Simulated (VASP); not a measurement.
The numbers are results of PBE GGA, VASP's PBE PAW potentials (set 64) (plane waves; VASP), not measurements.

VASP ran on this input.

**KPOINTS**
```
Automatic mesh
0
Gamma
1 1 1
0 0 0
```

**POSCAR**
```
Pb33Te32
1.0
 13.1200611128   0.0000000000   0.0000000000
  0.0000000000  13.1200611128   0.0000000000
  0.0000000000   0.0000000000  13.1200611128
Te Pb
32 33
Cart
 10.3264460190   3.1677521410   3.5710421975
 13.0975854405   6.3243765362   3.4247584492
 12.8774981157   3.1627384579   6.3245745862
  3.6861695713   2.9741277643   3.1867152567
  6.9438246508   6.1006538721   2.8637928680
  9.9538582503   9.9080829331   3.3622159576
 12.8562984599  12.9650763867   3.3917167600
  6.4460332318   2.9954210265   6.5130711615
  9.9056338309   6.3810628059   6.4757286874
 12.9882467531   9.9588376612   6.5144714630
 10.0771232476   3.2093090594  10.0060897646
 12.8386462901   6.3708172676  10.1285919091
 12.7479744439   3.1467160503  12.9446129657
  3.3829125404   9.8642106505   3.3905637822
  6.3297696777  12.8966705122   3.4863092309
  2.9548307521   6.3010237734   6.9730252964
  6.4046964286   9.8562156014   6.5571172350
  9.9992894716  12.9229063546   6.3738128609
  3.4181227185   3.1046423838  10.0757091162
  6.4130887531   6.3966774879   9.8082669251
 10.0252148935   9.8277612852   9.9280228019
 12.9287143459  13.0941781751  10.0052360908
  6.1579883870   3.1688705239  12.7096276645
 10.0891796260   6.2443674516  12.8941172892
 12.9853974760   9.8529542442  13.0464271996
  3.4062016355  12.9719540172   6.4374157408
  3.3672018589   9.9287476722   9.9708320801
  6.4317173952  12.9870010899   9.9980640776
  3.4171385316   6.3165593887   0.0363414606
  6.4587834017   9.9358164528  13.0182726663
 10.0865505717  12.9087928202  12.8634348967
  3.4881956306  12.9016991915  13.0174822509
  6.9009025782   0.2484655696   0.1883076727
  9.6295699687   3.1180313865   0.4179752477
  9.5356869088   0.2658414781   2.8779384810
  0.2408547980   0.1762670239   0.2643689074
  2.9004196886   3.2396527642   0.1539059829
  6.9630293003   6.8756335779  13.0409959916
  9.5595486067   9.9166049152   0.2539026672
  2.9437390302  13.1018988666   3.0353627460
  7.0522346084   2.9093276788   2.5662419603
  9.9051796905   6.8295324528   2.8779878295
  6.8615798198  13.0888845269   6.8160357594
  9.6078125240   3.3055877704   6.8461262653
  9.5875065424   0.2186649134   9.5572927539
  0.1911381711   6.8291904889   0.2818396240
  2.9561609650   9.9395651140   0.2854435946
  0.2869546307   3.2424986366   2.9183501362
  2.9112979262   6.9105133785   2.9650133733
  6.8708841027   9.9677172424   2.9693630160
  0.1984902400   0.1779419086   6.8502438823
  2.7755261822   3.0717206960   7.0848939331
  6.9429312179   6.9234731190   6.8941363645
  9.5410613897   9.9562107678   6.8465701576
  2.9451776462   0.1146259553   9.6446348296
  6.9632816188   3.3467418452   9.6542300669
  9.6097721901   6.8066455401   9.6297111288
  0.2472172391  10.0026464899   2.9960150937
 13.1104321215   6.9377068804   7.0384554243
  2.9515899475   9.9764568746   6.9152450892
  0.2216904034   3.3227724264   9.5259859710
  2.7881212598   6.9129911388   9.9485448748
  6.9364207484  10.0235215016   9.6587404724
  0.2269926295  10.1014356851   9.6108025531
  4.9610785576   5.1345600587   4.9201795052
```

**INCAR**
```
# general
SYSTEM  = Pb33Te32
PREC    = Normal
ENCUT   = 400   # plane-wave cut-off (eV)
LREAL   = Auto   # projection in real space or not
LASPH   = .TRUE.
ISYM    = 0

# electronic loop
EDIFF   = 1E-5
NELM    = 100   # most electronic steps
NELMIN  = 4
ALGO    = Fast   # Davidson, then RMM-DIIS
LMAXMIX = 4   # l cut-off of mixed one-centre charges

# smearing
ISMEAR  = 0   # Gaussian
SIGMA   = 0.05   # width (eV)

# functional
GGA     = PE   # PBE

# ions
IBRION  = 2   # conjugate gradients
NSW     = 120   # most ionic steps
ISIF    = 2
EDIFFG  = -0.03

# output
LWAVE   = .FALSE.
LCHARG  = .FALSE.
```

POTCAR, in this order: Te Pb (PBE.64 set). Program: vasp_gam.

The run wrote:

File OSZICAR:
```
...
 110 F= -.23066863E+03 E0= -.23066863E+03  d E =-.106679E-01
       N       E                     dE             d eps       ncg     rms          rms(c)
DAV:   1    -0.230660958305E+03    0.76693E-02   -0.27089E+00   392   0.260E+00    0.884E-01
RMM:   2    -0.230674358976E+03   -0.13401E-01   -0.15364E-01   392   0.634E-01    0.229E-01
RMM:   3    -0.230677604835E+03   -0.32459E-02   -0.31471E-02   443   0.261E-01    0.254E-01
RMM:   4    -0.230677809975E+03   -0.20514E-03   -0.36951E-03   427   0.103E-01    0.151E-01
RMM:   5    -0.230677766813E+03    0.43162E-04   -0.85507E-04   411   0.525E-02    0.647E-02
RMM:   6    -0.230677791449E+03   -0.24636E-04   -0.26822E-04   414   0.295E-02    0.284E-02
RMM:   7    -0.230677794365E+03   -0.29154E-05   -0.81499E-05   364   0.148E-02
 111 F= -.23067779E+03 E0= -.23067779E+03  d E =-.916331E-02
       N       E                     dE             d eps       ncg     rms          rms(c)
DAV:   1    -0.230675545239E+03    0.22462E-02   -0.60069E-01   400   0.122E+00    0.416E-01
RMM:   2    -0.230678548774E+03   -0.30035E-02   -0.34173E-02   392   0.299E-01    0.106E-01
RMM:   3    -0.230679275551E+03   -0.72678E-03   -0.70487E-03   444   0.123E-01    0.120E-01
RMM:   4    -0.230679321166E+03   -0.45616E-04   -0.82451E-04   428   0.488E-02    0.724E-02
RMM:   5    -0.230679310684E+03    0.10483E-04   -0.19193E-04   411   0.248E-02    0.317E-02
RMM:   6    -0.230679316246E+03   -0.55618E-05   -0.58990E-05   334   0.142E-02
 112 F= -.23067932E+03 E0= -.23067932E+03  d E =-.106852E-01
       N       E                     dE             d eps       ncg     rms          rms(c)
DAV:   1    -0.230671847312E+03    0.74634E-02   -0.25721E+00   392   0.253E+00    0.767E-01
RMM:   2    -0.230684273522E+03   -0.12426E-01   -0.14153E-01   392   0.610E-01    0.204E-01
RMM:   3    -0.230687326278E+03   -0.30528E-02   -0.29270E-02   446   0.252E-01    0.248E-01
RMM:   4    -0.230687509070E+03   -0.18279E-03   -0.33152E-03   421   0.990E-02    0.155E-01
RMM:   5    -0.230687455696E+03    0.53374E-04   -0.79367E-04   406   0.509E-02    0.750E-02
RMM:   6    -0.230687479925E+03   -0.24228E-04   -0.29686E-04   395   0.310E-02    0.309E-02
RMM:   7    -0.230687482174E+03   -0.22495E-05   -0.93244E-05   370   0.155E-02
 113 F= -.23068748E+03 E0= -.23068748E+03  d E =-.816593E-02
       N       E                     dE             d eps       ncg     rms          rms(c)
DAV:   1    -0.230685624961E+03    0.18550E-02   -0.59906E-01   416   0.122E+00    0.371E-01
RMM:   2    -0.230688562929E+03   -0.29380E-02   -0.33173E-02   392   0.295E-01    0.960E-02
RMM:   3    -0.230689281526E+03   -0.71860E-03   -0.68872E-03   446   0.122E-01    0.120E-01
RMM:   4    -0.230689325423E+03   -0.43897E-04   -0.78405E-04   422   0.481E-02    0.772E-02
RMM:   5    -0.230689311906E+03    0.13518E-04   -0.18839E-04   408   0.247E-02    0.390E-02
RMM:   6    -0.230689317906E+03   -0.60002E-05   -0.73885E-05   364   0.154E-02
 114 F= -.23068932E+03 E0= -.23068932E+03  d E =-.100017E-01
       N       E                     dE             d eps       ncg     rms          rms(c)
DAV:   1    -0.230674135176E+03    0.15177E-01   -0.23913E+00   392   0.244E+00    0.744E-01
RMM:   2    -0.230685678553E+03   -0.11543E-01   -0.13177E-01   392   0.589E-01    0.197E-01
RMM:   3    -0.230688520269E+03   -0.28417E-02   -0.27210E-02   444   0.244E-01    0.237E-01
RMM:   4    -0.230688699545E+03   -0.17928E-03   -0.31555E-03   422   0.962E-02    0.148E-01
RMM:   5    -0.230688655010E+03    0.44535E-04   -0.74915E-04   410   0.492E-02    0.712E-02
RMM:   6    -0.230688677236E+03   -0.22226E-04   -0.26462E-04   397   0.296E-02    0.294E-02
RMM:   7    -0.230688679468E+03   -0.22319E-05   -0.79447E-05   348   0.147E-02
 115 F= -.23068868E+03 E0= -.23068868E+03  d E =-.936322E-02
       N       E                     dE             d eps       ncg     rms          rms(c)
DAV:   1    -0.230684183363E+03    0.44939E-02   -0.95271E-01   392   0.154E+00    0.462E-01
RMM:   2    -0.230688692933E+03   -0.45096E-02   -0.51944E-02   392   0.370E-01    0.128E-01
RMM:   3    -0.230689795176E+03   -0.11022E-02   -0.10614E-02   445   0.153E-01    0.149E-01
RMM:   4    -0.230689856694E+03   -0.61517E-04   -0.11928E-03   418   0.597E-02    0.908E-02
RMM:   5    -0.230689836960E+03    0.19733E-04   -0.29754E-04   407   0.310E-02    0.404E-02
RMM:   6    -0.230689843047E+03   -0.60870E-05   -0.97368E-05   388   0.178E-02
 116 F= -.23068984E+03 E0= -.23068984E+03  d E =-.105268E-01
       N       E                     dE             d eps       ncg     rms          rms(c)
DAV:   1    -0.230682331747E+03    0.75052E-02   -0.24617E+00   392   0.247E+00    0.754E-01
RMM:   2    -0.230694241536E+03   -0.11910E-01   -0.13557E-01   392   0.596E-01    0.196E-01
RMM:   3    -0.230697114638E+03   -0.28731E-02   -0.27658E-02   445   0.246E-01    0.240E-01
RMM:   4    -0.230697290141E+03   -0.17550E-03   -0.32377E-03   423   0.966E-02    0.152E-01
RMM:   5    -0.230697225927E+03    0.64214E-04   -0.71655E-04   403   0.489E-02    0.725E-02
RMM:   6    -0.230697244390E+03   -0.18463E-04   -0.29713E-04   395   0.307E-02    0.295E-02
RMM:   7    -0.230697244967E+03   -0.57710E-06   -0.91818E-05   375   0.155E-02
 117 F= -.23069724E+03 E0= -.23069724E+03  d E =-.740192E-02
       N       E                     dE             d eps       ncg     rms          rms(c)
DAV:   1    -0.230683443538E+03    0.13801E-01   -0.28397E+00   392   0.265E+00    0.816E-01
RMM:   2    -0.230697371332E+03   -0.13928E-01   -0.15774E-01   392   0.642E-01    0.207E-01
RMM:   3    -0.230700753778E+03   -0.33824E-02   -0.32545E-02   446   0.266E-01    0.260E-01
RMM:   4    -0.230700956531E+03   -0.20275E-03   -0.37493E-03   422   0.104E-01    0.167E-01
RMM:   5    -0.230700879698E+03    0.76833E-04   -0.85650E-04   405   0.532E-02    0.831E-02
RMM:   6    -0.230700900019E+03   -0.20321E-04   -0.36674E-04   394   0.341E-02    0.322E-02
RMM:   7    -0.230700901103E+03   -0.10842E-05   -0.10739E-04   395   0.169E-02    0.170E-02
RMM:   8    -0.230700903447E+03   -0.23441E-05   -0.24850E-05   248   0.819E-03
 118 F= -.23070090E+03 E0= -.23070090E+03  d E =-.110604E-01
       N       E                     dE             d eps       ncg     rms          rms(c)
DAV:   1    -0.230691010095E+03    0.98910E-02   -0.33372E+00   392   0.287E+00    0.940E-01
RMM:   2    -0.230707257875E+03   -0.16248E-01   -0.18529E-01   392   0.695E-01    0.243E-01
RMM:   3    -0.230711137092E+03   -0.38792E-02   -0.37633E-02   445   0.287E-01    0.280E-01
RMM:   4    -0.230711378561E+03   -0.24147E-03   -0.44337E-03   424   0.113E-01    0.170E-01
RMM:   5    -0.230711311709E+03    0.66852E-04   -0.98485E-04   403   0.574E-02    0.749E-02
RMM:   6    -0.230711341097E+03   -0.29388E-04   -0.36329E-04   401   0.342E-02    0.313E-02
RMM:   7    -0.230711344412E+03   -0.33147E-05   -0.12532E-04   406   0.177E-02    0.137E-02
RMM:   8    -0.230711347332E+03   -0.29208E-05   -0.25677E-05   255   0.823E-03
 119 F= -.23071135E+03 E0= -.23071135E+03  d E =-.104439E-01
       N       E                     dE             d eps       ncg     rms          rms(c)
DAV:   1    -0.230702835881E+03    0.85085E-02   -0.19184E+00   400   0.218E+00    0.711E-01
RMM:   2    -0.230712175817E+03   -0.93399E-02   -0.10644E-01   392   0.527E-01    0.184E-01
RMM:   3    -0.230714409545E+03   -0.22337E-02   -0.21658E-02   444   0.218E-01    0.212E-01
RMM:   4    -0.230714551829E+03   -0.14228E-03   -0.25765E-03   425   0.857E-02    0.129E-01
RMM:   5    -0.230714513396E+03    0.38433E-04   -0.56346E-04   402   0.434E-02    0.566E-02
RMM:   6    -0.230714530541E+03   -0.17144E-04   -0.21205E-04   403   0.260E-02    0.238E-02
RMM:   7    -0.230714532106E+03   -0.15653E-05   -0.70702E-05   344   0.135E-02
 120 F= -.23071453E+03 E0= -.23071453E+03  d E =-.136287E-01
```

File OUTCAR:
```
------------------------ aborting loop because EDIFF is reached ----------------------------------------
  FORCE on cell =-STRESS in cart. coord.  units (eV):
  Direction    XX          YY          ZZ          XY          YZ          ZX
  --------------------------------------------------------------------------------------
  Total       37.3850660     48.7913563     30.2343089     -1.8927223      2.5462869      0.7208275
  in kB       26.5216879     34.6135306     21.4488027     -1.3427338      1.8063851      0.5113690
  external PRESSURE =      27.5280070 kB  Pullay stress =       0.0000000 kB
  volume of cell :     2258.43
      direct lattice vectors                 reciprocal lattice vectors
    13.120061113  0.000000000  0.000000000     0.076219157  0.000000000  0.000000000
     0.000000000 13.120061113  0.000000000     0.000000000  0.076219157  0.000000000
     0.000000000  0.000000000 13.120061113     0.000000000  0.000000000  0.076219157
  FREE ENERGIE OF THE ION-ELECTRON SYSTEM (eV)
  ---------------------------------------------------
  free  energy   TOTEN  =      -230.7145321058 eV

  energy  without entropy=     -230.7145321058  energy(sigma->0) =     -230.71453211
```
(Selected blocks of OUTCAR.)

**CONTCAR**
```
Pb33Te32
   1.00000000000000
    13.1200611128000002    0.0000000000000000    0.0000000000000000
     0.0000000000000000   13.1200611128000002    0.0000000000000000
     0.0000000000000000    0.0000000000000000   13.1200611128000002
  Te              Pb
    32    33
Direct
     0.8210748644022939    0.2465511553277028    0.2633993451800156
     0.0830708813066713    0.4481561254851283    0.2107389403237818
     0.9900484820402968    0.2329447519376126    0.4815583811653877
     0.3291163717945754    0.2331125913275237    0.2707238839286716
     0.5899370041820042    0.4458116898417224    0.1651455518815523
     0.7244615736111296    0.7089449250959153    0.2818368215183745
     0.9506878950893051    0.9353754238965472    0.2836312344872787
     0.4774601992742970    0.2576133799016384    0.5122218735672366
     0.7780054052653907    0.5022110324649961    0.5140897660340302
     0.9892096550326319    0.7286537443185813    0.5010043702400778
     0.7343705116003278    0.2711133404385838    0.7662449994728340
     0.0074576623052492    0.4816782357582551    0.7636437044626855
     0.9508177880658559    0.2156786935625042    0.9594675550794292
     0.2411449550656302    0.8136314020612017    0.2682456538016534
     0.5024379289590379    0.9592227731959242    0.2769720966418024
     0.2416572830476986    0.4874059534193084    0.4926538885875192
     0.4960939740477243    0.7829871823565238    0.5173396056131009
     0.7398757775165186    0.0247172986143891    0.5254525727195521
     0.2401995852472670    0.2312513269428392    0.7654110485473705
     0.4884046655481530    0.5188470085940659    0.6530577934568053
     0.7520044160995921    0.7531697245291715    0.7746832432946676
     0.9749497249497818    0.9639006259326314    0.7577860025970615
     0.4649342244503974    0.1906973273007244    0.9761988303777340
     0.8362207167720243    0.4863820738849182    0.9930805992246367
     0.9520533403313008    0.7441057699137760    0.0180819602233726
     0.2414362298617597    0.9719293024467837    0.5014797911198171
     0.2390468503733518    0.7364431607534030    0.7891796954976599
     0.4763758628430886    0.9892475123685249    0.7675409863393664
     0.3401340693400268    0.4599270747645432    0.9643476405489643
     0.4363756073624916    0.7271899425610646    0.0215414376874594
     0.7117179399828294    0.9641414678566849    0.0153135967395093
     0.2012478338404125    0.0247446239519638    0.0140766943317715
     0.4791475421268616    0.9654922761988012    0.0386999509565372
     0.7442219622527683    0.2769871855381640    0.0288907258167178
     0.7336300128775239    0.0222058908014905    0.2451215945747511
     0.9696841895341968    0.9852237181888565    0.9953539544252796
     0.2576052026375588    0.2581028884423824    0.0433390997673247
     0.5564717132952561    0.5412441169962393    0.9609220004637755
     0.7209742475027531    0.7321298417153717    0.0476892789913885
     0.1717468379999643    0.0327870487117158    0.2520422886655034
     0.5436239001918624    0.2084431932612938    0.1892345966345642
     0.8218180519170644    0.4935867669501527    0.2262127757643681
     0.4967456262299477    0.0236643173442293    0.5349995206938980
     0.7123330141960833    0.2749083727994589    0.5361350434753248
     0.7050150010239712    0.0400918440855969    0.7596442475014931
     0.0697519024750515    0.5436280330934087    0.9977045436878823
     0.1973810361680357    0.7925473870704808    0.0339154535321451
     0.0289410794632108    0.2289610891454092    0.1763419641926810
     0.2760652082413328    0.5798512728614619    0.1569346937782527
     0.4898367630807024    0.7347917742788349    0.2504057998004413
     0.0027881977907522    0.0048935083803878    0.5180570728900906
     0.2245091277614156    0.2559365819477230    0.5310386371132948
     0.5743199931343163    0.5764442773229838    0.4396004581101315
     0.7351241446507127    0.7962700925988849    0.5442189194713690
     0.2137928466000257    0.0007641654552571    0.7350600601862408
     0.4914836705000492    0.3000118170732706    0.7380034947819283
     0.7105989534342680    0.5238336937339059    0.7373431505536184
     0.0245153713565402    0.7182702907513097    0.2568299126694732
     0.0148484730728961    0.4935855399369109    0.5317354076438300
     0.2218813162318353    0.7457427014635799    0.5506361297327216
     0.0107345982011258    0.2532226555435841    0.7229861504598666
     0.2487583350535469    0.5055835553215533    0.7336368870477392
     0.5116573844762179    0.7574871262548738    0.7467324811334310
     0.0030384503865728    0.7332070523323367    0.7344360349798609
     0.4047875670264865    0.4477742834949694    0.3203081053128982
```

**stdout**
```
...
RMM:   3    -0.230697114638E+03   -0.28731E-02   -0.27658E-02   445   0.246E-01    0.240E-01
RMM:   4    -0.230697290141E+03   -0.17550E-03   -0.32377E-03   423   0.966E-02    0.152E-01
RMM:   5    -0.230697225927E+03    0.64214E-04   -0.71655E-04   403   0.489E-02    0.725E-02
RMM:   6    -0.230697244390E+03   -0.18463E-04   -0.29713E-04   395   0.307E-02    0.295E-02
RMM:   7    -0.230697244967E+03   -0.57710E-06   -0.91818E-05   375   0.155E-02
 117 F= -.23069724E+03 E0= -.23069724E+03  d E =-.740192E-02
 trial-energy change:   -0.007402  1 .order   -0.007800   -0.010281   -0.005319
 bond charge predicted
       N       E                     dE             d eps       ncg     rms          rms(c)
DAV:   1    -0.230683443538E+03    0.13801E-01   -0.28397E+00   392   0.265E+00    0.816E-01
RMM:   2    -0.230697371332E+03   -0.13928E-01   -0.15774E-01   392   0.642E-01    0.207E-01
RMM:   3    -0.230700753778E+03   -0.33824E-02   -0.32545E-02   446   0.266E-01    0.260E-01
RMM:   4    -0.230700956531E+03   -0.20275E-03   -0.37493E-03   422   0.104E-01    0.167E-01
RMM:   5    -0.230700879698E+03    0.76833E-04   -0.85650E-04   405   0.532E-02    0.831E-02
RMM:   6    -0.230700900019E+03   -0.20321E-04   -0.36674E-04   394   0.341E-02    0.322E-02
RMM:   7    -0.230700901103E+03   -0.10842E-05   -0.10739E-04   395   0.169E-02    0.170E-02
RMM:   8    -0.230700903447E+03   -0.23441E-05   -0.24850E-05   248   0.819E-03
 118 F= -.23070090E+03 E0= -.23070090E+03  d E =-.110604E-01
 bond charge predicted
       N       E                     dE             d eps       ncg     rms          rms(c)
DAV:   1    -0.230691010095E+03    0.98910E-02   -0.33372E+00   392   0.287E+00    0.940E-01
RMM:   2    -0.230707257875E+03   -0.16248E-01   -0.18529E-01   392   0.695E-01    0.243E-01
RMM:   3    -0.230711137092E+03   -0.38792E-02   -0.37633E-02   445   0.287E-01    0.280E-01
RMM:   4    -0.230711378561E+03   -0.24147E-03   -0.44337E-03   424   0.113E-01    0.170E-01
RMM:   5    -0.230711311709E+03    0.66852E-04   -0.98485E-04   403   0.574E-02    0.749E-02
RMM:   6    -0.230711341097E+03   -0.29388E-04   -0.36329E-04   401   0.342E-02    0.313E-02
RMM:   7    -0.230711344412E+03   -0.33147E-05   -0.12532E-04   406   0.177E-02    0.137E-02
RMM:   8    -0.230711347332E+03   -0.29208E-05   -0.25677E-05   255   0.823E-03
 119 F= -.23071135E+03 E0= -.23071135E+03  d E =-.104439E-01
 trial-energy change:   -0.010444  1 .order   -0.010170   -0.013338   -0.007001
 bond charge predicted
       N       E                     dE             d eps       ncg     rms          rms(c)
DAV:   1    -0.230702835881E+03    0.85085E-02   -0.19184E+00   400   0.218E+00    0.711E-01
RMM:   2    -0.230712175817E+03   -0.93399E-02   -0.10644E-01   392   0.527E-01    0.184E-01
RMM:   3    -0.230714409545E+03   -0.22337E-02   -0.21658E-02   444   0.218E-01    0.212E-01
RMM:   4    -0.230714551829E+03   -0.14228E-03   -0.25765E-03   425   0.857E-02    0.129E-01
RMM:   5    -0.230714513396E+03    0.38433E-04   -0.56346E-04   402   0.434E-02    0.566E-02
RMM:   6    -0.230714530541E+03   -0.17144E-04   -0.21205E-04   403   0.260E-02    0.238E-02
RMM:   7    -0.230714532106E+03   -0.15653E-05   -0.70702E-05   344   0.135E-02
 120 F= -.23071453E+03 E0= -.23071453E+03  d E =-.136287E-01
```

Convergence was not reached.

The run did not end as a converged relaxation. The supercell is sampled at Γ alone, which is coarse: total energies, pressure and levels can be off, energies of defects by several tenths of an eV.

The cell is a supercell with a defect, built from PbTe (rock salt): Pb_i. The run is not spin-polarised, so no state with unpaired spins was tried.
